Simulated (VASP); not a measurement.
Here is the system:

```
P
1.0
    3.24067     0.00000     0.00000
   -1.62034     2.80651     0.00000
    0.00000     0.00000    11.37402
P
4
Direct
  0.33333   0.66667   0.05448
  0.66667   0.33333   0.55448
  0.66667   0.33333   0.94552
  0.33333   0.66667   0.44552
```

These are PBEsol GGA, VASP's PBE PAW potentials (set 64) (plane waves; VASP) values and carry that method's errors. Run with 400 eV cut-off, 9×9×3 Γ-centred mesh, tetrahedra with Blöchl corrections, potentials P.

The cores are frozen, which limits the accuracy of field gradients.

Question: Give the principal components of the electric field gradient (V/Å²) and the asymmetry η at each nucleus.

Answer: 
```csv
atom,Vxx,Vyy,Vzz,η
P1,31.1,31.1,-62.1,0.00
P2,31.1,31.1,-62.1,0.00
P3,31.1,31.1,-62.1,0.00
P4,31.1,31.1,-62.1,0.00
```

The structure was generated: P was put into the lonsdaleite type (P6_3/mmc), which need not be its known phase. It was relaxed first, which changed the volume by +67 %.
